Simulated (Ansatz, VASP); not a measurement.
# Cross-check of H3C2N (liquid acetonitrile at 300 K) between VASP and Ansatz

Wanted: the spread between two codes on one cell, functional and k mesh. The cell is taken from a series of runs on this material, whose earlier steps may have relaxed, scaled, displaced or heated it; both programs get it as it stands.

Calculated with Ansatz 0.2.0; plane waves, with VASP 6.6.1 beside it; PBE with D3(BJ).

## Step 1: Set-up

The cell holds 138 atoms: 46 C, 23 N and 69 H. Its edges and angles: a = 12.620 Å, b = 12.620 Å, c = 12.620 Å, α = 90.0°, β = 90.0°, γ = 90.0°. As first built, before any earlier steps moved the atoms or strained the cell (in the runner's words): 23 acetonitrile placed at random, at 0.78 g/cm^3; overlaps pushed apart, then 10 ps at 450 K with MMFF94 bonds, angles, torsions, charges and radii (Halgren, J. Comput. Chem. 17, 490 (1996)) in harmonic and 12-6 forms. Snapshot after 20 ps at 300 K and fixed volume.

## Step 2: VASP: single point, PBE with D3(BJ)

With cell and atoms fixed, the geometry can't cause a difference; cores, projectors, grids and the points listed under the comparison can.

Lines of VASP's logs that name or quote its potential files are left out, and so is its time.

Contents of INCAR:

```
SYSTEM = H3C2N
PREC = Accurate
ENCUT = 600
EDIFF = 1E-06
NELM = 120
ISMEAR = 0
SIGMA = 0.01
LREAL = Auto
ALGO = Normal
GGA = PE
IVDW = 12
NBANDS = 280
LORBIT = 11
LWAVE = .FALSE.
LCHARG = .FALSE.
ISIF = 2
LASPH = .TRUE.
GGA_COMPAT = .FALSE.
EFERMI = MIDGAP
```

Contents of POSCAR:

```
H3C2N
1.0
   12.6204800000      0.0000000000      0.0000000000
    0.0000000000     12.6204800000      0.0000000000
    0.0000000000      0.0000000000     12.6204800000
C N H
46 23 69
Direct
    0.2226500000      0.4424700000      0.0652700000
    0.2299900000      0.3281100000      0.0670100000
    0.7073300000      0.9641300000      0.9519100000
    0.7542600000      0.9139600000      0.8629100000
    0.6671900000      0.5355600000      0.2763900000
    0.5662200000      0.4838700000      0.2636200000
    0.7625000000      0.0366800000      0.2928500000
    0.7346200000      0.9184000000      0.2957000000
    0.8388900000      0.4510800000      0.8261600000
    0.9429800000      0.4278900000      0.8865700000
    0.0900800000      0.6909600000      0.3486600000
    0.0210600000      0.6237500000      0.2888400000
    0.2036200000      0.5514700000      0.7348000000
    0.1201100000      0.5930500000      0.6685700000
    0.2605100000      0.0612800000      0.5377000000
    0.3520000000      0.9960300000      0.5078500000
    0.0229400000      0.6605700000      0.0244400000
    0.9762600000      0.7470500000      0.0817200000
    0.4176600000      0.3454700000      0.8210200000
    0.4359300000      0.2354800000      0.7935200000
    0.8635400000      0.7764200000      0.5814100000
    0.9412800000      0.8622100000      0.5807600000
    0.4652000000      0.2105800000      0.1887300000
    0.4936900000      0.1140600000      0.1357400000
    0.5651400000      0.4057600000      0.5591300000
    0.6612600000      0.4740400000      0.5523300000
    0.6885700000      0.0587800000      0.5965700000
    0.7282500000      0.1529600000      0.6566700000
    0.5577300000      0.7466800000      0.9013000000
    0.5395500000      0.6485400000      0.8496000000
[... 102 atom lines left out ...]
    0.9552200000      0.4124400000      0.5737500000
    0.0168800000      0.2825100000      0.5786500000
    0.0406200000      0.3721300000      0.4766300000
    0.0427800000      0.1003800000      0.7863200000
    0.0119600000      0.2338200000      0.7953400000
    0.1169100000      0.1826000000      0.8793100000
```

Contents of KPOINTS:

```
Automatic mesh
0
Gamma
1 1 1
0 0 0
```

Potentials, in the order of the species: C, N and H (PBE family, release 64).

Launch:

```bash
$ export OMP_NUM_THREADS=3
$ mpirun -np 1 vasp_gam
```

Numbers of over 12 decimals in the logs are rounded to 6 here.

The program printed:

```text
[banner, memory and clock lines left out]
running    1 mpi-ranks, on    1 nodes
[...]
Offloading initialized ...    1 GPUs detected
[...]
LDA part: xc-table for (Slater+PW92), standard interpolation
 POSCAR, INCAR and KPOINTS ok, starting setup
[...]
entering main loop
       N       E                     dE             d eps       ncg     rms          rms(c)
DAV:   1     0.282034699553E+04    0.28203E+04   -0.19216E+05   576   0.130E+03
DAV:   2    -0.535190215465E+03   -0.33555E+04   -0.32020E+04   720   0.285E+02
DAV:   3    -0.922772538506E+03   -0.38758E+03   -0.38424E+03   712   0.989E+01
DAV:   4    -0.933421812938E+03   -0.10649E+02   -0.10594E+02   688   0.192E+01
[...]
DAV:  18    -0.844425791079E+03    0.50383E-05   -0.20542E-05   688   0.114E-02    0.420E-03
DAV:  19    -0.844425789405E+03    0.16742E-05   -0.40710E-06   648   0.525E-03    0.237E-03
DAV:  20    -0.844425788513E+03    0.89128E-06   -0.61424E-07   448   0.336E-03
   1 F= -.85043963E+03 E0= -.85043963E+03  d E =0.000000E+00
```

Parts of OUTCAR (step 2):

```text
  FREE ENERGIE OF THE ION-ELECTRON SYSTEM (eV)
  ---------------------------------------------------
  free  energy   TOTEN  =      -850.4396291028 eV

  energy  without entropy=     -850.4396291028  energy(sigma->0) =     -850.43962910
```

The run ends at a pressure of 0.46 GPa, with forces up to 3.8 eV/Å.

## Step 3: Ansatz: single point, PBE with D3(BJ)

Ansatz runs on its default PAW (the set named soft_2) files.

The same cell, functional and mesh now go to Ansatz, which takes its cutoff from its data sets.

Contents of input.yaml:

```yaml
crystal:
  lattice:
    - [12.62048, 0.0, 0.0]
    - [0.0, 12.62048, 0.0]
    - [0.0, 0.0, 12.62048]
  atoms:
    - { symbol: C, position: [0.22265, 0.44247, 0.06527] }
    - { symbol: C, position: [0.22999, 0.32811, 0.06701] }
    - { symbol: "N", position: [0.22203, 0.23513, 0.06638] }
    - { symbol: H, position: [0.28926, 0.4768, 0.11192] }
    - { symbol: H, position: [0.2239, 0.47246, 0.98223] }
    - { symbol: H, position: [0.14976, 0.46828, 0.09882] }
    - { symbol: C, position: [0.70733, 0.96413, 0.95191] }
    - { symbol: C, position: [0.75426, 0.91396, 0.86291] }
    - { symbol: "N", position: [0.78987, 0.87269, 0.78769] }
    - { symbol: H, position: [0.62688, 0.9273, 0.96776] }
    - { symbol: H, position: [0.76352, 0.95932, 0.01895] }
    - { symbol: H, position: [0.69634, 0.04873, 0.9373] }
    - { symbol: C, position: [0.66719, 0.53556, 0.27639] }
    - { symbol: C, position: [0.56622, 0.48387, 0.26362] }
    - { symbol: "N", position: [0.4793, 0.45526, 0.25416] }
    - { symbol: H, position: [0.72215, 0.47637, 0.29968] }
    - { symbol: H, position: [0.70019, 0.56535, 0.20519] }
    - { symbol: H, position: [0.6591, 0.60174, 0.33096] }
    - { symbol: C, position: [0.7625, 0.03668, 0.29285] }
    - { symbol: C, position: [0.73462, 0.9184, 0.2957] }
    - { symbol: "N", position: [0.70651, 0.83161, 0.29813] }
    - { symbol: H, position: [0.79797, 0.05865, 0.21533] }
    - { symbol: H, position: [0.69648, 0.08716, 0.31062] }
    - { symbol: H, position: [0.82118, 0.05845, 0.35009] }
    - { symbol: C, position: [0.83889, 0.45108, 0.82616] }
    - { symbol: C, position: [0.94298, 0.42789, 0.88657] }
    - { symbol: "N", position: [0.02545, 0.42215, 0.92827] }
    - { symbol: H, position: [0.7772, 0.39459, 0.84808] }
    - { symbol: H, position: [0.80799, 0.52907, 0.84409] }
    - { symbol: H, position: [0.85066, 0.44947, 0.73952] }
    - { symbol: C, position: [0.09008, 0.69096, 0.34866] }
    - { symbol: C, position: [0.02106, 0.62375, 0.28884] }
    - { symbol: "N", position: [0.95575, 0.56621, 0.25473] }
    - { symbol: H, position: [0.11969, 0.756, 0.3041] }
    - { symbol: H, position: [0.05864, 0.7175, 0.4235] }
    - { symbol: H, position: [0.1552, 0.64635, 0.3761] }
    - { symbol: C, position: [0.20362, 0.55147, 0.7348] }
    - { symbol: C, position: [0.12011, 0.59305, 0.66857] }
    - { symbol: "N", position: [0.04507, 0.61982, 0.62319] }
    - { symbol: H, position: [0.26028, 0.61199, 0.75778] }
    - { symbol: H, position: [0.16593, 0.53331, 0.80629] }
    - { symbol: H, position: [0.24052, 0.47153, 0.7125] }
    - { symbol: C, position: [0.26051, 0.06128, 0.5377] }
    - { symbol: C, position: [0.352, 0.99603, 0.50785] }
    - { symbol: "N", position: [0.41948, 0.93941, 0.48436] }
    - { symbol: H, position: [0.24346, 0.05104, 0.62086] }
    - { symbol: H, position: [0.2747, 0.14599, 0.51125] }
    - { symbol: H, position: [0.19466, 0.0318, 0.49361] }
    - { symbol: C, position: [0.02294, 0.66057, 0.02444] }
    - { symbol: C, position: [0.97626, 0.74705, 0.08172] }
    - { symbol: "N", position: [0.94224, 0.81746, 0.12928] }
    - { symbol: H, position: [0.02311, 0.66886, 0.94102] }
    - { symbol: H, position: [0.10556, 0.65422, 0.04713] }
    - { symbol: H, position: [0.98703, 0.5813, 0.03829] }
    - { symbol: C, position: [0.41766, 0.34547, 0.82102] }
    - { symbol: C, position: [0.43593, 0.23548, 0.79352] }
    - { symbol: "N", position: [0.4385, 0.14351, 0.78518] }
    - { symbol: H, position: [0.33596, 0.34597, 0.85805] }
    - { symbol: H, position: [0.4789, 0.37091, 0.87454] }
    - { symbol: H, position: [0.40815, 0.39473, 0.74945] }
    - { symbol: C, position: [0.86354, 0.77642, 0.58141] }
    - { symbol: C, position: [0.94128, 0.86221, 0.58076] }
    - { symbol: "N", position: [0.00133, 0.93309, 0.57961] }
    - { symbol: H, position: [0.78712, 0.82, 0.58041] }
    - { symbol: H, position: [0.87035, 0.74515, 0.50351] }
    - { symbol: H, position: [0.87555, 0.71976, 0.64069] }
    - { symbol: C, position: [0.4652, 0.21058, 0.18873] }
    - { symbol: C, position: [0.49369, 0.11406, 0.13574] }
    - { symbol: "N", position: [0.50354, 0.0305, 0.09583] }
    - { symbol: H, position: [0.39661, 0.19189, 0.24204] }
    - { symbol: H, position: [0.53082, 0.23386, 0.24333] }
    - { symbol: H, position: [0.43962, 0.27634, 0.13995] }
    - { symbol: C, position: [0.56514, 0.40576, 0.55913] }
    - { symbol: C, position: [0.66126, 0.47404, 0.55233] }
    - { symbol: "N", position: [0.72914, 0.53652, 0.54395] }
    - { symbol: H, position: [0.58118, 0.32197, 0.52348] }
    - { symbol: H, position: [0.54481, 0.38443, 0.63859] }
    - { symbol: H, position: [0.50239, 0.45028, 0.51006] }
    - { symbol: C, position: [0.68857, 0.05878, 0.59657] }
    - { symbol: C, position: [0.72825, 0.15296, 0.65667] }
    - { symbol: "N", position: [0.76524, 0.22928, 0.69043] }
    - { symbol: H, position: [0.75094, 0.00711, 0.5764] }
    - { symbol: H, position: [0.61772, 0.0139, 0.63481] }
    - { symbol: H, position: [0.65927, 0.08775, 0.52154] }
    - { symbol: C, position: [0.55773, 0.74668, 0.9013] }
    - { symbol: C, position: [0.53955, 0.64854, 0.8496] }
    - { symbol: "N", position: [0.52535, 0.56804, 0.81089] }
    - { symbol: H, position: [0.50272, 0.75528, 0.96617] }
    - { symbol: H, position: [0.6304, 0.75004, 0.94438] }
    - { symbol: H, position: [0.5546, 0.82116, 0.85567] }
    - { symbol: C, position: [0.06321, 0.00267, 0.23579] }
    - { symbol: C, position: [0.10666, 0.1011, 0.26446] }
    - { symbol: "N", position: [0.14584, 0.17304, 0.30629] }
    - { symbol: H, position: [0.05516, 0.9534, 0.30785] }
    - { symbol: H, position: [0.98422, 0.01558, 0.2169] }
    - { symbol: H, position: [0.10209, 0.96229, 0.17305] }
    - { symbol: C, position: [0.24297, 0.99958, 0.91704] }
    - { symbol: C, position: [0.25534, 0.88849, 0.8722] }
    - { symbol: "N", position: [0.27413, 0.80136, 0.84255] }
    - { symbol: H, position: [0.26456, 0.0634, 0.86426] }
    - { symbol: H, position: [0.16295, 0.00451, 0.9478] }
    - { symbol: H, position: [0.29132, 0.01079, 0.99204] }
    - { symbol: C, position: [0.50702, 0.71283, 0.58381] }
    - { symbol: C, position: [0.41421, 0.64918, 0.57447] }
    - { symbol: "N", position: [0.34443, 0.59889, 0.54728] }
    - { symbol: H, position: [0.56655, 0.67767, 0.63517] }
    - { symbol: H, position: [0.54454, 0.73696, 0.50825] }
    - { symbol: H, position: [0.48434, 0.78772, 0.62103] }
    - { symbol: C, position: [0.45078, 0.7844, 0.23653] }
    - { symbol: C, position: [0.35341, 0.72972, 0.21863] }
    - { symbol: "N", position: [0.26888, 0.69207, 0.20456] }
    - { symbol: H, position: [0.50482, 0.72988, 0.26866] }
    - { symbol: H, position: [0.48684, 0.81296, 0.16707] }
    - { symbol: H, position: [0.43607, 0.84453, 0.29372] }
    - { symbol: C, position: [0.92313, 0.28902, 0.16805] }
    - { symbol: C, position: [0.8157, 0.31607, 0.14007] }
    - { symbol: "N", position: [0.72873, 0.33247, 0.12192] }
    - { symbol: H, position: [0.91346, 0.23137, 0.23069] }
    - { symbol: H, position: [0.97306, 0.2481, 0.10126] }
    - { symbol: H, position: [0.97432, 0.34511, 0.20284] }
    - { symbol: C, position: [0.25123, 0.38842, 0.3732] }
    - { symbol: C, position: [0.28506, 0.35229, 0.48225] }
    - { symbol: "N", position: [0.31877, 0.31609, 0.5599] }
    - { symbol: H, position: [0.17284, 0.37571, 0.35744] }
    - { symbol: H, position: [0.26613, 0.4714, 0.36763] }
    - { symbol: H, position: [0.29078, 0.35024, 0.30933] }
    - { symbol: C, position: [0.98212, 0.34433, 0.52743] }
    - { symbol: C, position: [0.89833, 0.28811, 0.46159] }
    - { symbol: "N", position: [0.82639, 0.25281, 0.41692] }
    - { symbol: H, position: [0.95522, 0.41244, 0.57375] }
    - { symbol: H, position: [0.01688, 0.28251, 0.57865] }
    - { symbol: H, position: [0.04062, 0.37213, 0.47663] }
    - { symbol: C, position: [0.03822, 0.16775, 0.84376] }
    - { symbol: C, position: [0.96193, 0.13715, 0.92591] }
    - { symbol: "N", position: [0.90673, 0.10953, 0.99296] }
    - { symbol: H, position: [0.04278, 0.10038, 0.78632] }
    - { symbol: H, position: [0.01196, 0.23382, 0.79534] }
    - { symbol: H, position: [0.11691, 0.1826, 0.87931] }
kpoints:
  mp_grid: { grid: [1, 1, 1] }
hamiltonian:
  xc: pbe
  dispersion: d3bj
scf:
  occupations: { method: fixed }
output:
  forces: true
  stress: true
  populations: true
  dos:
    method: { smearing: { sigma: 0.15 } }
    de: 0.1
    projected: { site_lists: { C: [C], H: [H], "N": ["N"] } }
  eigenvalues: true
```

Launch:

```bash
$ ansatz run input.yaml --threads 4 --pin off --max-ram 8192MiB --backend cpu --events-out ev --progress --plain --runs-dir out
```

The program printed:

```text
Engine: ansatz 0.2.0, aarch64-unknown-linux-gnu
Pseudopotentials: kind: paw
Pseudopotential: C, paw, valence charge 4, recommended cutoff 420 eV (normal), C.paw.azcp
Pseudopotential: N, paw, valence charge 5, recommended cutoff 420 eV (normal), N.paw.azcp
Pseudopotential: H, paw, valence charge 1, recommended cutoff 420 eV (normal), H.paw.azcp
Functional definition: PBE
  parameter kappa = 0.804
  parameter beta = 0.066725
  exchange = pbe_x(kappa = kappa, mu = beta*pi^2/3)
  correlation = pbe_c(beta = beta)
Crystal: 138 atoms, lattice volume = 2010.146 Å³
Basis set: ecut = 420 eV, 39127 PW (Γ), exchange–correlation on 180×180×180 points (8 copies of the dense FFT grid, shifted against one another)
Bands: 322, of which v1, the nominal top of the filled ones, is band 184 counted from 1 (183 counted from 0)
Symmetry: 1 space group operations
Space group: P1 (ITA 1), of the structure as read, at distance tolerance 1.3e-4 Å
k-points: 1
Non-local potential: C, projectors of the file, l = 0: 2, l = 1: 2, l = 2: 1
Non-local potential: N, projectors of the file, l = 0: 2, l = 1: 2, l = 2: 1
Non-local potential: H, projectors of the file, l = 0: 2, l = 1: 1
PAW form: soft (Blöchl's): semilocal exchange-correlation on the pseudo side does not see the compensation charge
PAW one-centre angular grid: C, 110 points (default); XC on 64 Gauss nodes
PAW one-centre angular grid: N, 110 points (default); XC on 64 Gauss nodes
PAW one-centre angular grid: H, 110 points (default); XC on 64 Gauss nodes
Initial density: superposition of atomic densities (neutral atoms: chi_scale 0, normalization atom), corrected by the library's trained network
Initial wavefunctions: pseudopotential atomic-orbital guess
Functional: x = pbe(κ = 0.804, μ = 0.219515), c = pbe(β = 0.066725)
SCF iter   1: F=—  HF=-21470.891771 eV  |F-HF|=—  |Δ(HF+E_count)|=         —  Δρ=3.45e-3  dr2=3.72e-1  ethr=1.77e-3  ⟨swp⟩=5.0  Hψ=1107  notcnv=0  defer=131
preconditioner: auto → Resta (q_TF=auto, 2.056 Å⁻¹)  ε∞=2.3  [insulator: Δε(μ)=6.190 eV  Ē_g=14.157 eV  n_scr=304 (ndim 8)  ℏωp=15.9 eV  f_vac=0.279  ε∞_Penn≈2.3]
SCF iter   2: F=—  HF=-21470.918837 eV  |F-HF|=—  |Δ(HF+E_count)|=   2.71e-2  Δρ=2.19e-3  dr2=1.25e-1  ethr=1.01e-4  ⟨swp⟩=3.0  Hψ=559  notcnv=0  defer=135
SCF iter   3: F=—  HF=-21470.919794 eV  |F-HF|=—  |Δ(HF+E_count)|=   9.57e-4  Δρ=1.05e-3  dr2=4.35e-2  ethr=3.41e-5  ⟨swp⟩=3.0  Hψ=376  notcnv=0  defer=136
SCF iter   4: F=—  HF=-21470.918866 eV  |F-HF|=—  |Δ(HF+E_count)|=   9.28e-4  Δρ=3.06e-4  dr2=3.27e-3  ethr=1.18e-5  ⟨swp⟩=4.0  Hψ=377  notcnv=0  defer=136
SCF iter   5: F=—  HF=-21470.918296 eV  |F-HF|=—  |Δ(HF+E_count)|=   5.70e-4  Δρ=2.28e-4  dr2=1.36e-3  ethr=8.89e-7  ⟨swp⟩=2.0  Hψ=557  notcnv=0  defer=136
SCF iter   6: F=—  HF=-21470.918111 eV  |F-HF|=—  |Δ(HF+E_count)|=   1.84e-4  Δρ=1.05e-4  dr2=2.55e-4  ethr=3.69e-7  ⟨swp⟩=2.0  Hψ=373  notcnv=0  defer=136
SCF iter   7: F=—  HF=-21470.918092 eV  |F-HF|=—  |Δ(HF+E_count)|=   1.96e-5  Δρ=2.62e-5  dr2=1.72e-5  ethr=6.92e-8  ⟨swp⟩=2.0  Hψ=371  notcnv=0  defer=135
SCF iter   8: F=—  HF=-21470.918329 eV  |F-HF|=—  |Δ(HF+E_count)|=   2.38e-4  Δρ=1.68e-5  dr2=7.27e-6  ethr=4.69e-9  ⟨swp⟩=2.0  Hψ=503  notcnv=0  defer=136
SCF iter   9: F=—  HF=-21470.918329 eV  |F-HF|=—  |Δ(HF+E_count)|=   8.63e-7  Δρ=5.25e-6  dr2=6.13e-7  ethr=1.98e-9  ⟨swp⟩=2.0  Hψ=372  notcnv=0  defer=136
SCF iter  10: F=-21470.918329 eV  HF=-21470.918329 eV  |F-HF|=8.35e-9  |Δ(HF+E_count)|=   1.66e-7  Δρ=1.71e-6  dr2=7.46e-8  ethr=2.72e-11  ⟨swp⟩=15.0  Hψ=2551  notcnv=0
SCF 1 converged in 10 iterations: F = -21470.918329 eV  dr2 = 7.46e-8
  greatest PAW one-centre occupation: 0.843 electrons in one spin orbital (limit 2), on the N atom at site 86 (counted from 0), in its partial waves of l = 0
SCF converged after 10 iterations
Free energy (F): -21470.918329 eV
Harris-Foulkes:  -21470.918329 eV  (|F-HF|=8.35e-9)
Internal energy: -21470.918329 eV  (E = F + TS)
E sigma→0 (E₀):  -21470.918329 eV
Fermi energy:    -3.674948 eV
--- Per-component energies (eV) ---
  E_band       = -3246.565768
  E_kinetic    = 7988.721006
  E_local      = -23993.363509  (includes V_loc(G=0)·N_el)
  E_nonlocal   = 2486.417120
  E_hartree    = 8132.401641
  E_xc         = -4139.722899
  E_vxc        = -5186.662041  (∫ρ·V_xc dr)
  E_paw        = -7540.016214  (= ΣΔE_a)
  E_vpaw       = -806.391642  (= ΣTr[D̂ρ^β])
  E_aug_tail   = -0.091202  (compensation charges beyond the density's cutoff)
  E_ewald      = -4399.249485
  E_disp       = -6.014788  (pairwise vdW)
  E_smearing   = -0.000000  (= −TS)
  E_closure    = -0.000000  (closes the sum)
  Σ components = -21470.918329   (vs F -21470.918329, Δ=0.00e0)
--- Forces (eV/Å), atoms counted from 1 ---
  atom   1  C      1.69836518     0.20541449    -0.40992817
  atom   2  C     -0.88263761    -1.66102512    -0.24044542
  atom   3  N      0.46153936     1.53772794    -0.08818701
[...]
atom  97  C      0.53324954    -1.90458878     1.20710481
  atom  98  C      1.02047908    -0.39862860    -0.03112797
  atom  99  N     -0.67261214     2.22530381     0.70778962
  atom 100  H      0.02566060     0.07121082    -0.54387763
  atom 101  H     -0.59482199     0.29033142    -0.23148304
  atom 102  H     -0.12415079    -0.43728428    -1.02357322
  atom 103  C      0.69958057     1.19525536     0.49942102
  atom 104  C      2.04313481     1.10457521    -0.46859935
  atom 105  N     -2.39190283    -1.63545931    -0.55544522
  atom 106  H      0.18121805    -0.32844491     0.04438730
  atom 107  H     -0.38803610    -0.44559452     0.07955962
  atom 108  H     -0.05925769     0.24153180     0.11204142
  atom 109  C     -0.82174280    -0.62964439     0.33115877
  atom 110  C     -2.70800842    -0.84332571    -0.80500137
  atom 111  N      2.03774815     0.59112893     0.05412504
  atom 112  H      1.24021330    -1.04763495     0.88143566
  atom 113  H      0.40203459     0.86991819    -1.38511368
  atom 114  H      0.06364837     1.06716687     0.71966845
  atom 115  C      0.75691806    -2.23343855    -1.57327306
  atom 116  C      2.87909476    -0.03617025     0.30276858
  atom 117  N     -2.58880675     0.49758993    -0.62162626
[...]
atom 131  H     -0.01207049     0.29939618     0.02058226
  atom 132  H      1.57330628     0.63446346    -1.35832180
  atom 133  C     -0.12260434    -1.12782913    -0.27768981
  atom 134  C      1.27082003     0.63097160    -1.34662086
  atom 135  N     -0.80819359    -0.42922320     0.90247851
  atom 136  H      0.16552928     0.26109737     0.44102402
  atom 137  H     -0.17877794     0.45432261     0.18824069
  atom 138  H     -0.37407795     0.07569566    -0.12884412
  max |Σ_I F_I| component: 7.41e-5 eV/Å
--- Stress (GPa, compression-positive) ---
        0.730163      -0.237238      -0.250603
       -0.237238      -0.328192       0.046660
       -0.250603       0.046660       0.563138
  P = ⅓ Tr σ = 0.3217 GPa (3.217 kbar)
--- Band table (eV) ---
  k-point 0: bands = [... 180 lower, -3.8508, -3.8330, -3.7653, -3.6749, 2.2879, 2.6336, 2.7225, 2.7509, ... 134 higher]
--- Löwdin populations: 138 sites ---
  site symbol       q [e]
     0      C      4.4772
     1      C      3.7831
     2      N      5.2267
     3      H      0.7545
     4      H      0.7715
     5      H      0.7457
     6      C      4.4727
     7      C      3.7769
     8      N      5.2363
     9      H      0.7825
    10      H      0.7456
    11      H      0.7363
    12      C      4.5080
    13      C      3.7615
    14      N      5.2447
    15      H      0.7313
    16      H      0.7325
    17      H      0.7498
    18      C      4.4893
    19      C      3.7794
    20      N      5.2025
    21      H      0.7677
    22      H      0.7533
    23      H      0.7543
[...]
130      H      0.7624
   131      H      0.7509
   132      C      4.4794
   133      C      3.7704
   134      N      5.2122
   135      H      0.7524
   136      H      0.7575
   137      H      0.7650
  spilling = 0.016241 (of n_electrons = 368.000000)
```

[end of part 1 of 2]

[Lines on the potential files, build, host, timing and source positions are cut from VASP's logs without a mark.]

[Logs are printed without paths, hosts, clocks, repeated set-up lines and the standing remarks that a program may print on its own settings, such as how far it seeks lower states.]

[Hosts, paths, dates, database ids (printed as entryN), source tags and the programs' standing remarks are cut or masked in the printed files.]

[The MMFF94 radii named for the starting cell were scaled by 0.96; in molecules described by MMFF94, hydrogen bound to N, O or S took a small fixed 12-6 site in their place.]
